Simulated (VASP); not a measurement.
The input files of a VASP run:

**INCAR**
```
ALGO = Normal
EDIFF = 1E-7
ENCUT = 480
GGA = PS
ISIF = 2
ISMEAR = 1
LASPH = .True.
LCHARG = .False.
LMAXMIX = 4
LREAL = .False.
LWAVE = .False.
NELM = 100
PREC = Accurate
SIGMA = 0.1
SYSTEM = Ru
```

**KPOINTS**
```
Automatic mesh
0
Gamma
14 14 8
0 0 0
```

**POSCAR**
```
Ru
1
    1.3852047123    -2.3293641721     0.0000000000
    1.3852047123     2.3293641721     0.0000000000
    0.0000000000     0.0000000000     4.3693962507
Ru
2
Direct
  0.3333330000   0.6666670000   0.2500000000
  0.6666670000   0.3333330000   0.7500000000
```

POTCAR, in this order: Ru_pv (PBE.64 set). Program: vasp_std.

**Question.** Write an equivalent input for Quantum ESPRESSO's pw.x.

**Answer.** One equivalent input (not run):
```
&CONTROL
  calculation = 'scf'
  pseudo_dir = './pseudo'
  outdir = './out'
  tprnfor = .true.
  tstress = .true.
/
&SYSTEM
  ibrav = 0
  nat = 2
  ntyp = 1
  ecutwfc = 84
  occupations = 'smearing'
  smearing = 'methfessel-paxton'
  degauss = 0.00735
  input_dft = 'pbesol'
/
&ELECTRONS
  conv_thr = 7.3e-09
  electron_maxstep = 100
/
ATOMIC_SPECIES
  Ru 101.070 Ru.upf
CELL_PARAMETERS angstrom
     1.3852047   -2.3293642    0.0000000
     1.3852047    2.3293642    0.0000000
     0.0000000    0.0000000    4.3693963
ATOMIC_POSITIONS crystal
  Ru   0.3333330  0.6666670  0.2500000
  Ru   0.6666670  0.3333330  0.7500000
K_POINTS automatic
  14 14 8 0 0 0
```
What does not carry over: the potentials are each code's own (VASP's PAW set, PseudoDojo norm-conserving files in pw.x), so ENCUT and ecutwfc are chosen apart and not converted; conv_thr bounds pw.x's estimated SCF error, while EDIFF bounds the energy change between steps.

The compound is Ru in the hcp structure. This cell was strained or had an atom moved on purpose.
